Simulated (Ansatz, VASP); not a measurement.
## Two plane-wave programs on B3Pd

```
CELL_PARAMETERS angstrom
0.00000 2.64808 2.64808
2.64808 0.00000 2.64808
2.64808 2.64808 0.00000
ATOMIC_POSITIONS crystal
B 0.00000 0.00000 0.00000
B 0.25000 0.25000 0.25000
B 0.75000 0.75000 0.75000
Pd 0.50000 0.50000 0.50000
```

Alike in both runs: task relaxation of cell and atoms; functional PBE; k mesh 6 × 6 × 6; occupations gaussian, width 0.1 eV; no spin polarisation.

|  | VASP | Ansatz |
| --- | --- | --- |
| version | VASP 6.6.1 | Ansatz 0.2.0 |
| potentials or method | VASP PAW PBE potentials, release 64 (B, Pd) | scalar-relativistic, plane waves, PAW |
| plane-wave cutoff (eV) | 600 | 420 |
| valence electrons in the cell | 19 | 27 |

|  | VASP | Ansatz | Ansatz less VASP |
| --- | --- | --- | --- |
| gap on the k mesh at the Fermi level, each at its own relaxed structure (eV) | none | none | - |
| relaxed volume (Å³/atom) | 9.01 | 9.02 | +0.005 |
| relaxed cell length with the largest relative difference (Å) | 3.708 | 3.709 | +0.0006 |
| energy change over the relaxation (meV/atom) | -4 | -4 | +0.1 |

A gap of «none» marks a metal or a gap that the smearing closes. The two sets of potentials don't hold the same shells in valence.
